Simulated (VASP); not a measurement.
The system is HgTe (Coloradoite).

```
Hg Te
1.0
     0.00000    3.21450    3.21450
     3.21450    0.00000    3.21450
     3.21450    3.21450    0.00000
Hg Te
1 1
Cartesian
  0.0000 0.0000 0.0000
  1.6073 1.6073 1.6073
```

* Program: VASP 6.6.1
* Task: relaxation of cell and atoms
* Functional: PBE
* Potentials or basis: VASP PAW PBE potentials, release 64 (Hg, Te)
* Cutoff: 600 eV
* k mesh: 10 × 10 × 10
* Occupations: gaussian, width 0.03 eV
* Spin: no spin polarisation

At the start: pressure 4.6 GPa; volume 33.22 Å³/atom.

How do energy, volume and symmetry change on relaxing?

Over 3 steps the energy falls by 47.0 meV/atom and the volume is 36.81 Å³/atom (+10.8 %); space group F-43m (No. 216, to 0.05 Å).

Step by step:
```
step  energy change (eV)  largest force (eV/Å)  pressure (GPa)  volume (Å³)
   1              0.0000                0.0000            4.63        66.43
   2             -0.0859                0.0000           -1.03        76.09
   3             -0.0940                0.0000            0.02        73.61
```

Final structure:
```cif
data_structure
_symmetry_space_group_name_H-M 'P 1'
_symmetry_Int_Tables_number 1
_cell_length_a 4.7043
_cell_length_b 4.7043
_cell_length_c 4.7043
_cell_angle_alpha 60.000
_cell_angle_beta 60.000
_cell_angle_gamma 60.000
_cell_volume 73.61
loop_
_atom_site_label
_atom_site_type_symbol
_atom_site_fract_x
_atom_site_fract_y
_atom_site_fract_z
_atom_site_occupancy
Hg1 Hg 0.00000 0.00000 0.00000 1
Te1 Te 0.25000 0.25000 0.25000 1
```

Caveat: the volume moved by +11 % from the deposited cell, more than functionals usually miss.
